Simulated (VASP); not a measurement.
Input:

```yaml
crystal:
  lattice:
    - [0.00000, 3.10390, 3.10390]
    - [3.10390, 0.00000, 3.10390]
    - [3.10390, 3.10390, 0.00000]
  atoms:
    - { symbol: Sr, position: [0.00000, 0.00000, 0.00000] }
    - { symbol: Cl, position: [0.25000, 0.25000, 0.25000] }
    - { symbol: Cl, position: [0.75000, 0.75000, 0.75000] }
```

Method: PBE GGA, VASP's PBE PAW potentials (set 64) (plane waves; VASP). Run with 500 eV cut-off, 6×6×6 Γ-centred mesh, Gaussian smearing of 0.050 eV, potentials Sr_sv Cl.

**Question.** Predict the energy per atom (σ→0), pressure, band gap (on the k-mesh) with the smallest direct gap where there is one.

**Answer.** 
```yaml
band gap (on the k-mesh): 5.05 eV
smallest direct gap (on the k-mesh): 5.05 eV
energy per atom (σ→0): -352.1 kJ/mol-atom
pressure: 29.92 GPa
```

The absolute energy has meaning only against runs of the same code, potentials and settings.

The compound is SrCl2 in the fluorite structure. It was relaxed first under an external pressure of 30 GPa.
